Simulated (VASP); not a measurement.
# Sn: formation energy of a point defect, part 2 of 2

Aim: the formation energy and local structure of a point defect in Sn. The start is a computed cell from the Materials Project.

VASP 6.6.1; r2SCAN; plane waves and PAW (Sn).

So far. Step 2 (The host at zero pressure): The run ended after 2 ionic steps, 0.000 eV below its first step, once forces and stress met EDIFFG = -0.02.

## (3) The supercell without the defect

System of this step: Sn. Symmetry: I4_1/amd, No. 141, tetragonal system. Conventional cell: a = 5.869 Å, b = 5.869 Å, c = 3.192 Å, α = 90.00°, β = 90.00°, γ = 90.00°. Nearest to Sn lie 6 Sn at 3.04 to 3.19 Å.

The same cell, mesh and cutoff without the defect give the energy to subtract and, in a gapped host, the band edges to count from, so that most errors cancel.

Contents of INCAR:

```
SYSTEM = Sn
PREC = Normal
ENCUT = 300
EDIFF = 1E-05
NELM = 120
ISMEAR = 1
SIGMA = 0.2
LREAL = Auto
ALGO = Normal
METAGGA = R2SCAN
LASPH = .TRUE.
NBANDS = 72
LORBIT = 11
LWAVE = .FALSE.
LCHARG = .FALSE.
KPAR = 4
```

Contents of POSCAR:

```
Sn
1.0
   -5.8687231004      5.8687231004      3.1916348258
    8.8030846506     -8.8030846506      4.7874522387
    5.8687231004      5.8687231004     -3.1916348258
Sn
24
Direct
    0.0000000000      0.0000000000      0.0000000000
    0.0000000000      0.0000000000      0.5000000000
    0.0000000000      0.3333333333      0.0000000000
    0.0000000000      0.3333333333      0.5000000000
    0.0000000000      0.6666666667      0.0000000000
    0.0000000000      0.6666666667      0.5000000000
    0.5000000000      0.0000000000      0.0000000000
    0.5000000000      0.0000000000      0.5000000000
    0.5000000000      0.3333333333      0.0000000000
    0.5000000000      0.3333333333      0.5000000000
    0.5000000000      0.6666666667      0.0000000000
    0.5000000000      0.6666666667      0.5000000000
    0.3750000000      0.0833333333      0.2500000000
    0.3750000000      0.0833333333      0.7500000000
    0.3750000000      0.4166666667      0.2500000000
    0.3750000000      0.4166666667      0.7500000000
    0.3750000000      0.7500000000      0.2500000000
    0.3750000000      0.7500000000      0.7500000000
    0.8750000000      0.0833333333      0.2500000000
    0.8750000000      0.0833333333      0.7500000000
    0.8750000000      0.4166666667      0.2500000000
    0.8750000000      0.4166666667      0.7500000000
    0.8750000000      0.7500000000      0.2500000000
    0.8750000000      0.7500000000      0.7500000000
```

Contents of KPOINTS:

```
Automatic mesh
0
Gamma
6 4 4
0 0 0
```

PAW data sets: Sn (PBE family, release 64).

Command:

```
$ mpirun -np 4 vasp_std
```

The log of the run:

```text
[banner, memory and clock lines left out]
running    4 mpi-ranks, on    1 nodes
 distrk:  each k-point on    1 cores,    4 groups
 distr:  one band on    1 cores,    1 groups

 POSCAR found type information on POSCAR Sn
 POSCAR found :  1 types and      24 ions
 [... a notice as in an earlier step ...]

 LDA part: xc-table for (None), standard interpolation
|                                                                             |
|           W    W    AA    RRRRR   N    N  II  N    N   GGGG   !!!           |
|           W    W   A  A   R    R  NN   N  II  NN   N  G    G  !!!           |
|           W    W  A    A  R    R  N N  N  II  N N  N  G       !!!           |
|           W WW W  AAAAAA  RRRRR   N  N N  II  N  N N  G  GGG   !            |
|           WW  WW  A    A  R   R   N   NN  II  N   NN  G    G                |
|           W    W  A    A  R    R  N    N  II  N    N   GGGG   !!!           |
|                                                                             |
|     Your reciprocal lattice and k-lattice belong to different lattice       |
|     classes:                                                                |
|                                                                             |
|        The reciprocal lattice is triclinic,                                 |
|        whereas your k-lattice is base-centered monoclinic.                  |
|                                                                             |
|     Results are often still useful ...                                      |
|                                                                             |

 POSCAR, INCAR and KPOINTS ok, starting setup
 FFT: planning ... GRIDC
 FFT: planning ... GRID_SOFT
 FFT: planning ... GRID
 WAVECAR not read
 entering main loop
       N       E                     dE             d eps       ncg     rms          rms(c)
DAV:   1    -0.246408773133E+03   -0.24641E+03   -0.24491E+04  7488   0.706E+02
DAV:   2    -0.571089056505E+03   -0.32468E+03   -0.30308E+03  8848   0.126E+02
DAV:   3    -0.595880800845E+03   -0.24792E+02   -0.23716E+02  9800   0.350E+01
DAV:   4    -0.596486210912E+03   -0.60541E+00   -0.59885E+00  9160   0.541E+00
DAV:   5    -0.596501958127E+03   -0.15747E-01   -0.15719E-01  9680   0.764E-01    0.778E+00
DAV:   6    -0.590968612689E+03    0.55333E+01   -0.17172E+00  8464   0.436E+00    0.533E+00
DAV:   7    -0.591084769190E+03   -0.11616E+00   -0.35963E-01  9312   0.192E+00    0.118E+00
DAV:   8    -0.591078374020E+03    0.63952E-02   -0.12763E-02  8880   0.351E-01    0.315E-01
DAV:   9    -0.591080642453E+03   -0.22684E-02   -0.28827E-03  8840   0.183E-01    0.786E-02
DAV:  10    -0.591080779160E+03   -0.13671E-03   -0.12128E-04  9904   0.338E-02    0.200E-02
DAV:  11    -0.591080810933E+03   -0.31773E-04   -0.18501E-05  6424   0.134E-02    0.259E-03
DAV:  12    -0.591080811904E+03   -0.97113E-06   -0.94729E-07  5128   0.307E-03
   1 F= -.59108081E+03 E0= -.59108419E+03  d E =0.101446E-01
```

It took 18 min on 4 MPI ranks of AMD EPYC 7R43, shared host; peak memory 2.9 GiB; 70 min of CPU time.

OUTCAR, selected parts (step 3):

```text
  LATTYP: Found a triclinic cell.
 ALAT       =    17.0991832411
 B/A-ratio  =     0.6969120195
 C/A-ratio  =     1.1012792430
 COS(alpha) =     0.0053963682
 COS(beta)  =     0.4632539441
 COS(gamma) =     0.8718828879

 Subroutine GETGRP returns: Found  2 space group operations
 (whereof  1 operations were pure point group operations)

The static configuration has the point symmetry C_1 .
 The point group associated with its full space group is S_2 .

 Found     52 irreducible k-points:

   k-points           NKPTS =     52   k-points in BZ     NKDIM =     52   number of bands    NBANDS=     72

   dimension x,y,z NGX =    40 NGY =   60 NGZ =   40
   dimension x,y,z NGXF=    80 NGYF=  120 NGZF=   80

   ENCUT  =  300.0 eV  22.05 Ry    4.70 a.u.  12.56 18.84 12.56*2*pi/ulx,y,z

   NELECT =      96.0000    total number of electrons

 E-fermi :   5.0560

 k-point     1 :       0.0000    0.0000    0.0000
  band No.  band energies     occupation
    ...
     42       3.8417      2.00000
     43       3.8962      2.00000
     44       3.8962      2.00000
     45       4.2176      2.00000
     46       4.2176      2.00000
     47       5.3992     -0.03570
     48       5.3992     -0.03570
     49       5.5311     -0.00396
     50       5.5311     -0.00396
     51       5.6345     -0.00034
    ...

 k-point     2 :       0.1667   -0.0000    0.0000
  band No.  band energies     occupation
    ...
     46       4.3903      2.00003
     47       4.3985      2.00003
     48       4.8100      2.07091
     49       4.9508      1.76823
     50       5.0255      1.25518
     51       5.4053     -0.03314
     52       5.5003     -0.00733
     53       5.7764     -0.00000
     54       5.9343     -0.00000
     55       6.2563     -0.00000
    ...

  Total        1.0501923      1.0501906     -1.6000075      0.1268226      0.0159033      0.0159065
  in kB        2.5511014      2.5510972     -3.8866990      0.3080744      0.0386319      0.0386397
  external PRESSURE =       0.4051665 kB  Pullay stress =       0.0000000 kB

  energy-cutoff  :      300.00
  volume of cell :      659.56
      direct lattice vectors                 reciprocal lattice vectors
    -5.868723100  5.868723100  3.191634826     0.000000000  0.085197409  0.156659526
     8.803084651 -8.803084651  4.787452239     0.056798272  0.000000000  0.104439684
     5.868723100  5.868723100 -3.191634826     0.085197409  0.085197409  0.000000000

 POSITION                                       TOTAL-FORCE (eV/Angst)
 -----------------------------------------------------------------------------------
      0.00000      0.00000      0.00000         0.004729     -0.004730     -0.000001
      2.93436      2.93436     -1.59582         0.004729     -0.004730     -0.000001
      2.93436     -2.93436      1.59582         0.004729     -0.004730     -0.000001
      5.86872      0.00000     -0.00000         0.004729     -0.004730     -0.000001
      5.86872     -5.86872      3.19163         0.004729     -0.004730     -0.000001
      8.80308     -2.93436      1.59582         0.004729     -0.004730     -0.000001
     -2.93436      2.93436      1.59582         0.004729     -0.004730     -0.000001
      0.00000      5.86872      0.00000         0.004729     -0.004730     -0.000001
     -0.00000      0.00000      3.19163         0.004729     -0.004730     -0.000001
      2.93436      2.93436      1.59582         0.004729     -0.004730     -0.000001
      2.93436     -2.93436      4.78745         0.004729     -0.004730     -0.000001
      5.86872     -0.00000      3.19163         0.004729     -0.004730     -0.000001
     -0.00000      2.93436      0.79791        -0.004729      0.004730      0.000001
      2.93436      5.86872     -0.79791        -0.004729      0.004730      0.000001
      2.93436     -0.00000      2.39373        -0.004729      0.004730      0.000001
      5.86872      2.93436      0.79791        -0.004729      0.004730      0.000001
      5.86872     -2.93436      3.98954        -0.004729      0.004730      0.000001
      8.80308     -0.00000      2.39373        -0.004729      0.004730      0.000001
     -2.93436      5.86872      2.39373        -0.004729      0.004730      0.000001
     -0.00000      8.80308      0.79791        -0.004729      0.004730      0.000001
      0.00000      2.93436      3.98954        -0.004729      0.004730      0.000001
      2.93436      5.86872      2.39373        -0.004729      0.004730      0.000001
      2.93436     -0.00000      5.58536        -0.004729      0.004730      0.000001
      5.86872      2.93436      3.98954        -0.004729      0.004730      0.000001
 -----------------------------------------------------------------------------------
    total drift:                               -0.000000      0.000000     -0.000000

  FREE ENERGIE OF THE ION-ELECTRON SYSTEM (eV)
  ---------------------------------------------------
  free  energy   TOTEN  =      -591.0808119042 eV

  energy  without entropy=     -591.0909565053  energy(sigma->0) =     -591.08419344

 total charge
# of ion       s       p       d       tot
------------------------------------------
    1        1.428   1.476   0.110   3.014
    2        1.428   1.476   0.110   3.014
    3        1.428   1.476   0.110   3.014
    4        1.428   1.476   0.110   3.014
    5        1.428   1.476   0.110   3.014
    6        1.428   1.476   0.110   3.014
    7        1.428   1.476   0.110   3.014
    8        1.428   1.476   0.110   3.014
    9        1.428   1.476   0.110   3.014
   10        1.428   1.476   0.110   3.014
   11        1.428   1.476   0.110   3.014
   12        1.428   1.476   0.110   3.014
   13        1.428   1.476   0.110   3.014
   14        1.428   1.476   0.110   3.014
   15        1.428   1.476   0.110   3.014
   16        1.428   1.476   0.110   3.014
   17        1.428   1.476   0.110   3.014
   18        1.428   1.476   0.110   3.014
   19        1.428   1.476   0.110   3.014
   20        1.428   1.476   0.110   3.014
   21        1.428   1.476   0.110   3.014
   22        1.428   1.476   0.110   3.014
   23        1.428   1.476   0.110   3.014
   24        1.428   1.476   0.110   3.014
--------------------------------------------------
tot         34.267  35.432   2.632  72.331

[... 7 further parts left out ...]
```

Numbers from this step:

```
electronic cycles       : 12
electrons               : 96
free energy (TOTEN)     : -591.0808 eV
energy at zero smearing : -591.0842 eV
Fermi energy            : 5.056 eV
```

The host is treated as a metal, as its relaxation found a gap under 0.3 eV or none, and only the neutral defect is run.

## (4) The defect cell

System of this step: Sn. The cell holds 23 atoms: 23 Sn. Cell: a = 8.892 Å, b = 13.338 Å, c = 8.892 Å, α = 97.4°, β = 97.4°, γ = 137.9°. It derives from Sn. Nearest the centre at fractional (0.000, 0.000, 0.000): Sn19 at 3.04 Å, Sn18 at 3.04 Å, Sn23 at 3.04 Å, Sn12 at 3.04 Å, Sn10 at 3.19 Å, Sn8 at 3.19 Å, Sn17 at 3.79 Å, Sn22 at 3.79 Å.

The host is treated as a metal, since its gap is under 0.3 eV or closed. The atoms relax at the host's fixed cell.

Changes to INCAR since step 3:

```diff
@@ -11,6 +11,13 @@
 LASPH = .TRUE.
-NBANDS = 72
+NBANDS = 69
 LORBIT = 11
 LWAVE = .FALSE.
-LCHARG = .FALSE.
+LCHARG = .TRUE.
 KPAR = 4
+IBRION = 2
+NSW = 50
+ISIF = 2
+EDIFFG = -0.03
+POTIM = 0.4
+MAXMIX = 40
+ISYM = 2
```

Contents of POSCAR:

```
Sn
1.0
   -5.8687231004      5.8687231004      3.1916348258
    8.8030846506     -8.8030846506      4.7874522387
    5.8687231004      5.8687231004     -3.1916348258
Sn
23
Direct
    0.0000000000      0.0000000000      0.5000000000
    0.0000000000      0.3333333300      0.0000000000
    0.0000000000      0.3333333300      0.5000000000
    0.0000000000      0.6666666700      0.0000000000
    0.0000000000      0.6666666700      0.5000000000
    0.5000000000      0.0000000000      0.0000000000
    0.5000000000      0.0000000000      0.5000000000
    0.5000000000      0.3333333300      0.0000000000
    0.5000000000      0.3333333300      0.5000000000
    0.5000000000      0.6666666700      0.0000000000
    0.5000000000      0.6666666700      0.5000000000
    0.3750000000      0.0833333300      0.2500000000
    0.3750000000      0.0833333300      0.7500000000
    0.3750000000      0.4166666700      0.2500000000
    0.3750000000      0.4166666700      0.7500000000
    0.3750000000      0.7500000000      0.2500000000
    0.3750000000      0.7500000000      0.7500000000
    0.8750000000      0.0833333300      0.2500000000
    0.8750000000      0.0833333300      0.7500000000
    0.8750000000      0.4166666700      0.2500000000
    0.8750000000      0.4166666700      0.7500000000
    0.8750000000      0.7500000000      0.2500000000
    0.8750000000      0.7500000000      0.7500000000
```

KPOINTS is that of step 3.

Command:

```
$ mpirun -np 4 vasp_std
```

The log of the run:

```text
[banner, memory and clock lines left out]
running    4 mpi-ranks, on    1 nodes
[...]
[... a notice as in an earlier step ...]

 LDA part: xc-table for (None), standard interpolation
 [... a notice as in an earlier step ...]

 POSCAR, INCAR and KPOINTS ok, starting setup
[...]
entering main loop
       N       E                     dE             d eps       ncg     rms          rms(c)
DAV:   1    -0.227465669648E+03   -0.22747E+03   -0.23442E+04  7176   0.705E+02
DAV:   2    -0.545521510129E+03   -0.31806E+03   -0.29945E+03  8451   0.127E+02
DAV:   3    -0.570478765042E+03   -0.24957E+02   -0.23908E+02  9208   0.363E+01
DAV:   4    -0.571113942317E+03   -0.63518E+00   -0.62779E+00  8896   0.575E+00
[...]
DAV:  11    -0.565440772330E+03   -0.16597E-03   -0.22355E-04  8344   0.503E-02    0.211E-02
DAV:  12    -0.565440788198E+03   -0.15868E-04   -0.13868E-05  5496   0.114E-02    0.604E-03
DAV:  13    -0.565440791980E+03   -0.37821E-05   -0.53474E-06  4696   0.679E-03
   1 F= -.56544079E+03 E0= -.56544098E+03  d E =-.565441E+03
[... from here on, the cycles between the ionic steps are left out ...]
   2 F= -.56546143E+03 E0= -.56546162E+03  d E =-.206411E-01
   3 F= -.56550192E+03 E0= -.56550215E+03  d E =-.611303E-01
   4 F= -.56548217E+03 E0= -.56548265E+03  d E =-.413798E-01
[...]
opt :   6.0876  next Energy=  -565.510385 (dE=-0.696E-01)
[...]
N       E                     dE             d eps       ncg     rms          rms(c)
DAV:   1    -0.565480625508E+03    0.15467E-02   -0.21947E+00  7671   0.377E+00    0.445E-01
DAV:   2    -0.565510421940E+03   -0.29796E-01   -0.22600E-01  9022   0.107E+00    0.391E-02
 hard stop encountered!  aborting job ...
|                                                                             |
|           W    W    AA    RRRRR   N    N  II  N    N   GGGG   !!!           |
|           W    W   A  A   R    R  NN   N  II  NN   N  G    G  !!!           |
|           W    W  A    A  R    R  N N  N  II  N N  N  G       !!!           |
|           W WW W  AAAAAA  RRRRR   N  N N  II  N  N N  G  GGG   !            |
|           WW  WW  A    A  R   R   N   NN  II  N   NN  G    G                |
|           W    W  A    A  R    R  N    N  II  N    N   GGGG   !!!           |
|                                                                             |
|     The electronic self-consistency was not achieved in the given           |
|     number of steps (NELM). The forces and other quantities evaluated       |
|     might not be reliable so examine the results carefully. If you find     |
|     spurious results, we suggest increasing NELM, if you were close to      |
|     convergence or switching to a different ALGO or adjusting the           |
|     density mixing parameters otherwise.                                    |
|                                                                             |

 soft stop encountered!  aborting job ...
```

Elapsed: 51 min, on 4 MPI ranks.

Relaxation path:

```
step  energy less that of the first step (eV)  largest force (eV/Å)
   1                                   0.0000                0.2813
   2                                  -0.0206                0.2396
   3                                  -0.0611                0.1322
   4                                  -0.0414                0.3237
```

The atoms that moved most (Å):

```
atom      dx      dy      dz  length
Sn17   0.007   0.080   0.073   0.109
Sn13   0.083   0.003  -0.070   0.109
Sn19   0.003  -0.068  -0.060   0.091
Sn14  -0.076  -0.005  -0.041   0.087
Sn22  -0.004  -0.078   0.037   0.086
 Sn7  -0.022  -0.002   0.082   0.085
 Sn3  -0.043   0.008  -0.067   0.080
Sn12   0.001   0.055  -0.045   0.071
```

The relaxed structure:

```xyz
23
Lattice="-5.8687 5.8687 3.1916 8.8031 -8.8031 4.7875 5.8687 5.8687 -3.1916" Properties=species:S:1:pos:R:3 pbc="T T T"
Sn    2.9234    2.9528   -1.5979
Sn    2.9435   -2.9169    1.6600
Sn    5.8254    0.0075   -0.0673
Sn    5.8845   -5.8571    3.1349
Sn    8.8434   -2.9384    1.5765
Sn   -2.9603    2.9142    1.5965
Sn   -0.0222    5.8668    0.0823
Sn   -0.0052   -0.0061    3.1937
Sn    2.9723    2.9137    1.6086
Sn    2.9537   -2.9246    4.7898
Sn    5.8780    0.0013    3.1902
Sn    0.0008    2.9891    0.7526
Sn    3.0169    5.8714   -0.8684
Sn    2.8581   -0.0049    2.3526
Sn    5.8528    2.9411    0.7924
Sn    5.8633   -2.9408    3.9775
Sn    8.8101    0.0799    2.4669
Sn   -2.9072    5.8714    2.4228
Sn    0.0030    8.7353    0.7376
Sn    0.0242    2.9318    4.0156
Sn    2.9021    5.8748    2.3975
Sn    2.9301   -0.0781    5.6222
Sn    5.8341    2.9282    4.0376
```

The run met its time limit with a largest force of 0.32 eV/Å at its last finished step, so it is continued.

## (5) Going on with the relaxation

The relaxation goes on from where it stopped.

Changes to INCAR since step 4:

```diff
@@ -20,3 +20,3 @@
 EDIFFG = -0.03
-POTIM = 0.4
+POTIM = 0.25
 MAXMIX = 40
```

Contents of POSCAR:

```
Sn
1.0
   -5.8687231004      5.8687231004      3.1916348258
    8.8030846506     -8.8030846506      4.7874522387
    5.8687231004      5.8687231004     -3.1916348258
Sn
23
Direct
    0.0012489622      0.9991649997      0.5006410972
    0.0115499383      0.3405565527      0.0022641541
    0.9900912055      0.3238422877      0.4969528883
    0.9921024540      0.6616354860      0.0023312861
    0.9966281339      0.6669400327      0.5030924271
    0.4983963792      0.9986017540      0.9960736630
    0.5127336425      0.0073343258      0.4979437698
    0.4998011095      0.3332558239      0.9990348687
    0.5002528960      0.3368249023      0.5014718295
    0.5012052691      0.6680136660      0.0024784356
    0.4998917941      0.6670461949      0.5008989118
    0.3725627818      0.0786435236      0.2547266540
    0.3641832979      0.0806589519      0.7572576081
    0.3681429930      0.4080414846      0.2430857272
    0.3747095430      0.4151838676      0.7492184991
    0.3725625977      0.7484333145      0.2489831965
    0.3932743974      0.7580476980      0.7574059580
    0.8797882390      0.0879139118      0.2525417181
    0.8597830621      0.0772058514      0.7444797742
    0.8788682405      0.4207676041      0.2518434818
    0.8761021303      0.4152231021      0.7477643646
    0.8741169155      0.7536095738      0.2429838524
    0.8820040176      0.7530550909      0.7465258348
```

KPOINTS is that of step 4.

Command:

```
$ mpirun -np 4 vasp_std
```

The log of the run:

```text
[... set-up lines as in an earlier step ...]
 entering main loop
       N       E                     dE             d eps       ncg     rms          rms(c)
DAV:   1    -0.226875368587E+03   -0.22688E+03   -0.23444E+04  7176   0.705E+02
DAV:   2    -0.545472043231E+03   -0.31860E+03   -0.29996E+03  8438   0.127E+02
DAV:   3    -0.570506084236E+03   -0.25034E+02   -0.23970E+02  9216   0.363E+01
DAV:   4    -0.571154339563E+03   -0.64826E+00   -0.64045E+00  8864   0.580E+00
[...]
DAV:  11    -0.565482156114E+03   -0.15693E-03   -0.22738E-04  8296   0.504E-02    0.195E-02
DAV:  12    -0.565482170295E+03   -0.14180E-04   -0.14271E-05  5728   0.114E-02    0.583E-03
DAV:  13    -0.565482174007E+03   -0.37118E-05   -0.52718E-06  4688   0.661E-03
   1 F= -.56548217E+03 E0= -.56548265E+03  d E =-.565482E+03
[...]
2 F= -.56549276E+03 E0= -.56549323E+03  d E =-.105883E-01
[...]
3 F= -.56551485E+03 E0= -.56551530E+03  d E =-.326797E-01
[...]
4 F= -.56551734E+03 E0= -.56551777E+03  d E =-.351675E-01
[...]
5 F= -.56552293E+03 E0= -.56552336E+03  d E =-.407522E-01
[...]
N       E                     dE             d eps       ncg     rms          rms(c)
```

Wall time 51 min (4 MPI ranks).

The run was stopped at its time limit, so it gives no result of its own.

## (6) What came out

```yaml
result: none
```

In words: The session ends without its result: «relax the defect» met its time limit.

[Lines on the potential files, build, host, timing and source positions are cut from VASP's logs without a mark.]

[Logs are printed without paths, hosts, clocks, repeated set-up lines and the standing remarks that a program may print on its own settings, such as how far it seeks lower states.]

[Hosts, paths, dates, database ids (printed as entryN), source tags and the programs' standing remarks are cut or masked in the printed files.]

[In band tables of VASP the shares of atoms and orbitals are scaled to a sum of 1 inside the atoms' spheres.]

[Runs that stopped without an error message from VASP are left out.]
